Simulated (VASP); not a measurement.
AlNi3Sb: equation of state with PBE

AlNi3Sb:

```
Sb Ni Al
1.0
     4.11901    0.00000    0.00000
    -2.05951    3.56717    0.00000
     0.00000    0.00000    4.93846
Sb Ni Al
1 3 1
Direct
  0.33333 0.66667 0.50000
  0.66667 0.33333 0.50000
  0.00000 0.00000 0.24426
  0.00000 0.00000 0.75574
  0.66667 0.33333 0.00000
```

The cell comes from a database or a generator and needn't be the stable form of this composition.

* Program: VASP 6.6.1
* Task: equation of state
* Functional: PBE
* Potentials or basis: VASP PAW PBE potentials, release 64 (Sb, Ni, Al)
* Cutoff: 520 eV
* k mesh: 8 × 8 × 6
* Occupations: fermi-dirac, width 0.05 eV
* Spin: collinear spin, ferromagnetic start
* Starting moments: [0.0, 1.0, 1.0, 1.0, 0.0] μB
* Further INCAR settings: ALGO = Normal; EDIFF = 1e-07; NBANDS = 31

The equilibrium volume is 14.66 Å³/atom and the bulk modulus at fixed shape and positions is 136 GPa. The pressure derivative of the bulk modulus is 4.8.

Energy against volume, from the lowest point:
| volume (Å³/atom) | energy (meV/atom) |
| --- | --- |
| 13.642 | 34.27 |
| 13.932 | 16.58 |
| 14.222 | 5.44 |
| 14.512 | 0.12 |
| 14.803 | 0.00 |
| 15.093 | 4.52 |
| 15.383 | 13.16 |

All runs of the series together: 23 min on 1 thread of Intel(R) Xeon(R) Platinum 8488C (Sapphire Rapids), with other jobs on the host.

Caveat: the cell was scaled at fixed shape and fractional positions, which overstates the stiffness of a crystal with free parameters, most of all of layers and chains. The run has no spin-orbit coupling, so splittings on Sb are missing.
